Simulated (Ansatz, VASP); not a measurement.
## Cross-check of Ga2O3 between VASP and Ansatz

One calculation is typed for both programs; each brings its own data sets. How far apart do they land? The cell is taken from a series of runs on this material, whose earlier steps may have relaxed, scaled, displaced or heated it; both programs get it as it stands.

Method: plane waves, with VASP 6.6.1 beside it; G0W0 gap at PBE, in Ansatz 0.2.0.

**1. The starting structure**

Symmetry: C2/m, No. 12, monoclinic system. The conventional cell has a = 12.580 Å, b = 3.128 Å, c = 5.972 Å, α = 90.00°, β = 103.83°, γ = 90.00°. Ga has 4 O at 1.88 to 1.92 Å nearest. Ga has 6 O at 1.99 to 2.15 Å nearest. Nearest to O lie 3 Ga at 1.88 to 1.99 Å. O has 4 Ga at 1.92 to 2.15 Å nearest. O has 3 Ga at 1.88 to 2.00 Å nearest. Farther neighbours and most contacts between anions are not listed.

**2. Ansatz: G0W0 gap, PBE**

Ansatz runs on its PAW soft_1 files.

Quasiparticle shifts depend on high empty states and on the cores, so they are the hardest test of two PAW sets.

The input, input.yaml:

```yaml
crystal:
  lattice:
    - [6.29021, -1.5641065, 0.0]
    - [6.29021, 1.5641065, 0.0]
    - [-1.4275685628, 0.0, 5.7989090001]
  atoms:
    - { symbol: Ga, position: [0.0896569586, 0.0896569586, 0.7951512165] }
    - { symbol: Ga, position: [0.9103430414, 0.9103430414, 0.2048487835] }
    - { symbol: Ga, position: [0.6578009817, 0.6578009817, 0.3145686163] }
    - { symbol: Ga, position: [0.3421990183, 0.3421990183, 0.6854313837] }
    - { symbol: O, position: [0.1597469846, 0.1597469846, 0.1104589262] }
    - { symbol: O, position: [0.8402530154, 0.8402530154, 0.8895410738] }
    - { symbol: O, position: [0.1745185352, 0.1745185352, 0.5670763865] }
    - { symbol: O, position: [0.8254814648, 0.8254814648, 0.4329236135] }
    - { symbol: O, position: [0.4948447229, 0.4948447229, 0.2578016994] }
    - { symbol: O, position: [0.5051552771, 0.5051552771, 0.7421983006] }
kpoints:
  mp_grid: { grid: [4, 4, 2] }
hamiltonian:
  xc: pbe
  pseudopotentials: { kind: paw, azcp: { folder: soft_1 } }
scf:
  occupations: { method: fixed }
gw:
  n_empty_bands: 392
  ecut_chi: 140
  qp_bands: [v3, c3]
  qp_kpoints: band_edges
  screening: { model: contour_deformation }
```

Started as:

```bash
> ansatz run input.yaml --threads 2 --pin off --max-ram 73728MiB --backend cuda --events-out ev --progress --plain --runs-dir out --devices 1 --max-vram 13GiB
```

Numbers of over 12 decimals in the logs are rounded to 6 here.

Log:

```text
GPUs: using 1 of 1 available (devices: 1).
Engine: ansatz 0.2.0, x86_64-unknown-linux-gnu
Pseudopotentials: kind: paw
Pseudopotential: Ga, paw, valence charge 13, recommended cutoff 420 eV (normal), soft_1/Ga.paw.azcp
Pseudopotential: O, paw, valence charge 6, recommended cutoff 420 eV (normal), soft_1/O.paw.azcp
Functional definition: PBE
  parameter kappa = 0.804
  parameter beta = 0.066725
  exchange = pbe_x(kappa = kappa, mu = beta*pi^2/3)
  correlation = pbe_c(beta = beta)
device memory: the entry about to start is reckoned to put 2.4 GiB on a device that reports 46.1 GiB free (of which the cap on the GPU budget leaves the run 13.0 GiB)
GPU FFT provider: cuFFT
GPU libraries: cuBLAS 13.8.2, cuFFT 12.4.0, cuSOLVER 12.3.4
Crystal: 10 atoms, lattice volume = 114.106 Å³
Basis set: ecut = 420 eV, 2231 PW (Γ)
Bands: 54, of which v1, the nominal top of the filled ones, is band 44 counted from 1 (43 counted from 0)
Symmetry: 4 space group operations
Space group: C2/m (ITA 12), of the structure as read, at distance tolerance 4.9e-5 Å
k-points: 14 of 32
Non-local potential: Ga, projectors of the file, l = 0: 2, l = 1: 2, l = 2: 3, l = 3: 1
Non-local potential: O, projectors of the file, l = 0: 2, l = 1: 2, l = 2: 1
PAW form: soft (Blöchl's): semilocal exchange-correlation on the pseudo side does not see the compensation charge
PAW one-centre angular grid: Ga, 590 points (default); XC on 64 Gauss nodes
PAW one-centre angular grid: O, 110 points (default); XC on 64 Gauss nodes
Initial density: superposition of atomic densities (chi_scale 0.1, normalization cell, long waves kept (reshape's long-wave potential 0.03 eV rms))
Initial wavefunctions: pseudopotential atomic-orbital guess
GPU buffer pool allocated for 81000 grid points (all kernels)
GPU transforms: local potential and band sums: pruned to the plane-wave sphere, on 45×45×40
Functional: x = pbe(κ = 0.804, μ = 0.219515), c = pbe(β = 0.066725)
SCF iter   1: F=—  HF=-18542.410282 eV  |F-HF|=—  |Δ(HF+E_count)|=         —  Δρ=1.15e-1  dr2=7.09e0  ethr=3.10e-3  ⟨swp⟩=4.1  Hψ=2187  notcnv=0  defer=74
preconditioner: auto → Resta (q_TF=auto, 2.613 Å⁻¹)  ε∞=4.2  [insulator: Δε(μ)=2.202 eV  Ē_g=18.220 eV  n_scr=42 (ndim 8)  ℏωp=32.6 eV  f_vac=0.000  ε∞_Penn≈4.2]
SCF iter   2: F=—  HF=-18540.587593 eV  |F-HF|=—  |Δ(HF+E_count)|=    1.82e0  Δρ=5.18e-2  dr2=1.42e0  ethr=3.10e-3  ⟨swp⟩=2.0  Hψ=1470  notcnv=0  defer=86
SCF iter   3: F=—  HF=-18540.077307 eV  |F-HF|=—  |Δ(HF+E_count)|=   5.10e-1  Δρ=1.54e-2  dr2=2.09e-1  ethr=1.61e-3  ⟨swp⟩=3.0  Hψ=1104  notcnv=0  defer=105
SCF iter   4: F=—  HF=-18540.021731 eV  |F-HF|=—  |Δ(HF+E_count)|=   5.56e-2  Δρ=4.62e-3  dr2=1.99e-2  ethr=2.38e-4  ⟨swp⟩=2.0  Hψ=1263  notcnv=0  defer=112
SCF iter   5: F=—  HF=-18540.037178 eV  |F-HF|=—  |Δ(HF+E_count)|=   1.54e-2  Δρ=2.85e-3  dr2=6.53e-3  ethr=2.26e-5  ⟨swp⟩=2.0  Hψ=1372  notcnv=0  defer=112
SCF iter   6: F=—  HF=-18540.039357 eV  |F-HF|=—  |Δ(HF+E_count)|=   2.18e-3  Δρ=4.48e-4  dr2=1.89e-4  ethr=7.42e-6  ⟨swp⟩=2.2  Hψ=1278  notcnv=0  defer=112
SCF iter   7: F=—  HF=-18540.039645 eV  |F-HF|=—  |Δ(HF+E_count)|=   2.88e-4  Δρ=2.58e-4  dr2=5.83e-5  ethr=2.15e-7  ⟨swp⟩=2.0  Hψ=1405  notcnv=0  defer=110
SCF iter   8: F=—  HF=-18540.039635 eV  |F-HF|=—  |Δ(HF+E_count)|=   1.00e-5  Δρ=9.56e-5  dr2=9.46e-6  ethr=6.63e-8  ⟨swp⟩=2.1  Hψ=1301  notcnv=0  defer=55
SCF iter   9: F=—  HF=-18540.039638 eV  |F-HF|=—  |Δ(HF+E_count)|=   3.29e-6  Δρ=2.53e-5  dr2=7.70e-7  ethr=1.07e-8  ⟨swp⟩=2.0  Hψ=943  notcnv=0  defer=55
SCF iter  10: F=—  HF=-18540.039639 eV  |F-HF|=—  |Δ(HF+E_count)|=   5.62e-7  Δρ=1.21e-5  dr2=1.39e-7  ethr=8.75e-10  ⟨swp⟩=2.1  Hψ=1323  notcnv=0  defer=55
SCF iter  11: F=-18540.039639 eV  HF=-18540.039639 eV  |F-HF|=3.85e-9  |Δ(HF+E_count)|=   1.45e-8  Δρ=2.69e-6  dr2=6.89e-9  ethr=1.14e-10  ⟨swp⟩=9.6  Hψ=2458  notcnv=0
SCF 1 converged in 11 iterations: F = -18540.039639 eV  dr2 = 6.89e-9
  greatest PAW one-centre occupation: 0.997 electrons in one spin orbital (limit 2), on the Ga atom at site 3 (counted from 0), in its partial waves of l = 2
device memory: the entry about to start is reckoned to put 3.0 GiB on a device that reports 46.7 GiB free (of which the cap on the GPU budget leaves the run 13.0 GiB)
NSCF: frozen V_eff on 14 k-points
the band table was solved once the SCF had ended and its energy, with any forces and stress, was formed, with the checks that follow a solve (2735 applications of the Hamiltonian). They found nothing against the state; the energy, forces and stress were not computed again (output.eigenvalues in the input reference)
device memory: the entry about to start is reckoned to put 3.3 GiB on a device that reports 46.3 GiB free (of which the cap on the GPU budget leaves the run 13.0 GiB)
NSCF: frozen V_eff on 14 k-points
G₀W₀ screening: q 1/14
[... further progress lines ...]
[...]
k-point 1: bands = [... 40 lower, 6.4061, 6.4378, 6.4958, 6.7140, 11.0498, 11.2784, 12.9361, 13.5392, ... 6 higher]
  k-point 2: bands = [... 40 lower, 6.0214, 6.3694, 6.5304, 6.9502, 11.0409, 12.7439, 13.0910, 14.2636, ... 6 higher]
  k-point 13: bands = [... 40 lower, 6.3377, 6.4091, 6.4267, 6.9916, 11.4197, 11.7489, 12.5003, 12.7728, ... 6 higher]
--- G₀W₀: contour deformation, 7 samples at zero and on the imaginary axis and 2 off it, 32 q-points, 392 empty bands' worth ---
  eigenvalues of the whole cell's RPA ε∞ on this k-mesh (on a slab, of 1 + 4πα/V) = 4.4242, 4.5931, 5.1317; static W/v taken at q = 0 is 0.203262
  gw.qp_kpoints: band_edges: 12 of 14 stored k-points solved, in 1 pass; an edge of the gap read off the rows below is read off those points alone
    valence top: of the k-points left out ik 11 came nearest to being solved in a further pass, in band 44 (counted from 1, as in the quasiparticle table): it holds the edge there only if its correction is more favourable than any solved in that band by at least 0.528 eV; those differ by 0.101 eV
    conduction bottom: of the k-points left out ik 11 came nearest to being solved in a further pass, in band 45 (counted from 1, as in the quasiparticle table): it holds the edge there only if its correction is more favourable than any solved in that band by at least 4.397 eV; those differ by 0.374 eV
    ik  band        ε_KS         Σx   Σc(E_QP)       V_xc       Z   E_QP_lin       E_QP  E_QP is
     0    42      6.5811   -26.6617     4.9952   -20.8579  0.7378     5.7559     5.7726  root
     0    43      6.7176   -26.7304     4.7426   -21.2319  0.7405     5.9481     5.9617  root
     0    44      6.9694   -27.4198     5.0375   -21.5709  0.7425     6.1420     6.1581  root
     0    45      8.7102   -12.1253    -3.4389   -16.2778  0.8118     9.4316     9.4239  root
     0    46     12.1365   -11.9331    -4.2827   -17.2574  0.7901    13.2053    13.1781  root
     0    47     12.9401   -12.4675    -4.5057   -18.1104  0.7865    14.1122    14.0773  root
     1    42      6.4378   -27.6494     4.5542   -22.3394  0.7458     5.6687     5.6820  root
     1    43      6.4958   -26.0397     5.0541   -20.1028  0.7381     5.5915     5.6130  root
     1    44      6.7140   -26.7527     5.0495   -20.8900  0.7351     5.8831     5.9007  root
     1    45     11.0498   -13.7327    -3.5963   -18.2651  0.7922    12.0035    11.9860  root
     1    46     11.2784   -13.3878    -3.6427   -18.0071  0.7885    12.2739    12.2550  root
     1    47     12.9361   -12.4259    -4.4944   -18.0480  0.7819    14.1012    14.0639  root
     2    42      6.3694   -26.2815     5.0992   -20.3155  0.7333     5.4813     5.5026  root
     2    43      6.5304   -26.5278     5.0827   -20.6007  0.7346     5.6665     5.6860  root
     2    44      6.9502   -27.5070     5.1635   -21.4996  0.7415     6.0884     6.1062  root
     2    45     11.0409   -13.3715    -3.6589   -17.9842  0.7912    12.0131    11.9948  root
     2    46     12.7439   -11.3261    -4.4574   -16.8260  0.7886    13.8149    13.7863  root
     2    47     13.0910   -12.7071    -4.5663   -18.4467  0.7837    14.3030    14.2643  root
     3    42      6.2442   -26.7102     4.9334   -20.9432  0.7398     5.3928     5.4106  root
     3    43      6.5181   -26.6113     5.1393   -20.6132  0.7341     5.6390     5.6594  root
     3    44      6.7522   -26.8216     5.1554   -20.8143  0.7369     5.8812     5.9004  root
     3    45     12.0845   -13.3370    -3.9731   -18.3690  0.7862    13.1688    13.1434  root
     3    46     12.4226   -13.1600    -4.0995   -18.3586  0.7825    13.5516    13.5218  root
     3    47     13.8604   -12.9215    -4.7770   -18.9519  0.7686    15.1644    15.1137  root
[...]
12    46     11.1159   -13.9804    -3.6229   -18.5347  0.7800    12.0677    12.0473  root
    12    47     12.5032    -8.9114    -4.2921   -13.9446  0.8132    13.2545    13.2443  root
    13    42      6.4091   -27.2706     4.8053   -21.6384  0.7434     5.5650     5.5822  root
    13    43      6.4267   -26.7108     4.8186   -21.0962  0.7405     5.6149     5.6307  root
    13    44      6.9916   -26.8722     5.0747   -20.9962  0.7385     6.1742     6.1903  root
    13    45     11.4197   -13.4183    -3.8103   -18.2257  0.7916    12.4384    12.4168  root
    13    46     11.7489   -12.4468    -3.9520   -17.3861  0.7889    12.7592    12.7362  root
    13    47     12.5003   -12.6317    -4.2719   -17.9530  0.7829    13.5786    13.5497  root
```

The column dr2 measures how far the density is from self-consistency, as an energy; F and HF (Harris–Foulkes) agree once it is small.

[end of part 1 of 2]

[Lines on the potential files, build, host, timing and source positions are cut from VASP's logs without a mark.]

[Logs are printed without paths, hosts, clocks, repeated set-up lines and the standing remarks that a program may print on its own settings, such as how far it seeks lower states.]

[Hosts, paths, dates, database ids (printed as entryN), source tags and the programs' standing remarks are cut or masked in the printed files.]
